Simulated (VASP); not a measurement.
Output of a VASP run:

### OSZICAR
```
       N       E                     dE             d eps       ncg     rms          rms(c)
DAV:   1     0.978379307976E+02    0.97838E+02   -0.87779E+03 13376   0.133E+03
DAV:   2    -0.863072394283E+01   -0.10647E+03   -0.95515E+02 13275   0.257E+02
DAV:   3    -0.119747070007E+02   -0.33440E+01   -0.32447E+01 16145   0.553E+01
DAV:   4    -0.120098555186E+02   -0.35149E-01   -0.35200E-01 14948   0.480E+00
DAV:   5    -0.120107616255E+02   -0.90611E-03   -0.90770E-03 16902   0.885E-01    0.173E+01
DAV:   6    -0.129905090629E+02   -0.97975E+00   -0.13189E+01 13828   0.816E+01    0.227E+01
DAV:   7    -0.106949244835E+02    0.22956E+01   -0.98590E+00 16463   0.808E+01    0.912E+00
DAV:   8    -0.106359486014E+02    0.58976E-01   -0.46860E-01 15301   0.107E+01    0.437E+00
DAV:   9    -0.105527720800E+02    0.83177E-01   -0.14615E-01 18971   0.798E+00    0.180E+00
DAV:  10    -0.105427264396E+02    0.10046E-01   -0.30319E-02 19996   0.334E+00    0.676E-01
DAV:  11    -0.105421722435E+02    0.55420E-03   -0.15232E-03 15164   0.515E-01    0.251E-01
DAV:  12    -0.105420193002E+02    0.15294E-03   -0.23453E-04 17179   0.216E-01    0.628E-02
DAV:  13    -0.105420476269E+02   -0.28327E-04   -0.36370E-05 16880   0.120E-01    0.365E-02
DAV:  14    -0.105420492055E+02   -0.15785E-05   -0.46390E-06 18400   0.492E-02    0.121E-02
DAV:  15    -0.105420491785E+02    0.26968E-07   -0.19422E-06 17595   0.337E-02    0.334E-03
DAV:  16    -0.105420485974E+02    0.58112E-06   -0.19021E-07  8767   0.705E-03    0.163E-03
DAV:  17    -0.105420481682E+02    0.42916E-06   -0.58878E-08  7327   0.281E-03    0.113E-03
DAV:  18    -0.105420484551E+02   -0.28685E-06   -0.15175E-08  6914   0.307E-03    0.239E-04
DAV:  19    -0.105420483899E+02    0.65166E-07   -0.33233E-09  6809   0.639E-04
   1 F= -.10542048E+02 E0= -.10542048E+02  d E =0.000000E+00  mag=     3.1767
```

File OUTCAR:
```
------------------------ aborting loop because EDIFF is reached ----------------------------------------
  FORCE on cell =-STRESS in cart. coord.  units (eV):
  Direction    XX          YY          ZZ          XY          YZ          ZX
  --------------------------------------------------------------------------------------
  Total       -0.0281186     -0.0281186     -0.0531987      0.0000000      0.0000000     -0.0000000
  in kB       -1.6661169     -1.6661169     -3.1521971      0.0000000      0.0000000     -0.0000000
  external PRESSURE =      -2.1614770 kB  Pullay stress =       0.0000000 kB
  volume of cell :       27.04
      direct lattice vectors                 reciprocal lattice vectors
     2.694333013  0.000000000  0.000000000     0.371149370  0.000000000  0.000000000
     0.000000000  2.694333013  0.000000000     0.000000000  0.371149370  0.000000000
     0.000000000  0.000000000  3.724738896     0.000000000  0.000000000  0.268475195
 POSITION                                       TOTAL-FORCE (eV/Angst)
 -----------------------------------------------------------------------------------
      0.00000      0.00000      0.00000         0.000000      0.000000      0.000000
      1.34717      1.34717      1.86237         0.000000      0.000000      0.000000
 -----------------------------------------------------------------------------------
    total drift:                               -0.000000      0.000000      0.000000
  FREE ENERGIE OF THE ION-ELECTRON SYSTEM (eV)
  ---------------------------------------------------
  free  energy   TOTEN  =       -10.5420483899 eV

  energy  without entropy=      -10.5420483899  energy(sigma->0) =      -10.54204839

 total charge

# of ion       s       p       d       tot
------------------------------------------
    1        0.417   0.466   6.158   7.041
    2        0.722   0.687   8.069   9.479
--------------------------------------------------
tot          1.139   1.153  14.228  16.520

 magnetization (x)

# of ion       s       p       d       tot
------------------------------------------
    1        0.000  -0.008   2.836   2.829
    2       -0.025  -0.066   0.403   0.312
--------------------------------------------------
tot         -0.024  -0.074   3.239   3.141
```
(Selected blocks of OUTCAR.)

**POSCAR**
```
FePt
1
    2.6943330133    -0.0000000000     0.0000000000
   -0.0000000000     2.6943330133     0.0000000000
   -0.0000000000    -0.0000000000     3.7247388957
Fe Pt
1 1
Direct
  0.0000000000   0.0000000000   0.0000000000
  0.5000000000   0.5000000000   0.5000000000
```

Task: Reconstruct the remaining input files.

Result: This is not unique; one that fits is the input of the run itself, vdW-DF-cx, plane waves, VASP's PBE PAW potentials (set 64).

**KPOINTS**
```
Automatic mesh
0
Gamma
15 15 11
0 0 0
```

INCAR:
```
! general
SYSTEM  =FePt
PREC    =Accurate
ENCUT   =520   ! plane-wave cut-off (eV)
LREAL   =.FALSE.   ! projection in real space or not
LASPH   =.TRUE.   ! aspherical one-centre terms

! electronic loop
EDIFF   =1E-7
NELM    =100
ALGO    =Normal
LMAXMIX =6   ! l cut-off of mixed one-centre charges

! smearing
ISMEAR  =-5

! functional
GGA     =CX
LUSE_VDW=.TRUE.
AGGAC   =0.0

! spin
ISPIN   =2
MAGMOM  =2.8 0.3

! ions
ISIF    =2   ! forces and stress, cell fixed

! output
LWAVE   =.FALSE.
LCHARG  =.TRUE.
LORBIT  =11   ! lm-projected
NEDOS   =601   ! DOS grid
```

POTCAR, in this order: Fe Pt (PBE.64 set). Program: vasp_std.

For a metal the tetrahedron method with Blöchl corrections gives inexact stress and forces.

The compound is FePt in the L1_0 structure. It was relaxed first.
